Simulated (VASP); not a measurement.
# YCuTe2 (space group P2/m): computed properties

These are LDA (Ceperley-Alder, Perdew-Zunger), VASP's LDA PAW potentials (set 64) (plane waves; VASP 6.6.1) values and carry that method's errors.

| Property | Result |
|---|---|
| space group | P2/m (10) |
| cell | a = 6.683 Å, b = 4.235 Å, c = 7.286 Å, α = 90.00°, β = 90.08°, γ = 90.00° |
| volume per atom | 25.78 Å³/atom |
| band gap (over mesh and band path) | none (metal, semimetal or under 0.01 eV) |
| density | 6.57 g/cm³ |

```
CELL_PARAMETERS angstrom
      6.68288     0.00000     0.06500
      0.00000     4.23484     0.00000
     -0.06020     0.00000     7.28583
ATOMIC_POSITIONS crystal
  Y  0.00000 0.00000 0.00000
  Y  0.00000 0.50000 0.50000
  Cu 0.66173 0.50000 0.16579
  Cu 0.33827 0.50000 0.83421
  Te 0.27088 0.00000 0.65578
  Te 0.72912 0.00000 0.34422
  Te 0.26805 0.50000 0.17457
  Te 0.73195 0.50000 0.82543
```

Unless said otherwise, spin-orbit coupling is left out, though it shifts the bands of the heavy elements here.

The structure comes from a computed database's YCuTe2 entry (P2/m); how it stands against other phases isn't given here. It was relaxed first, which changed the volume by -8 %. Symmetry was kept, so distortions that lower it aren't found.
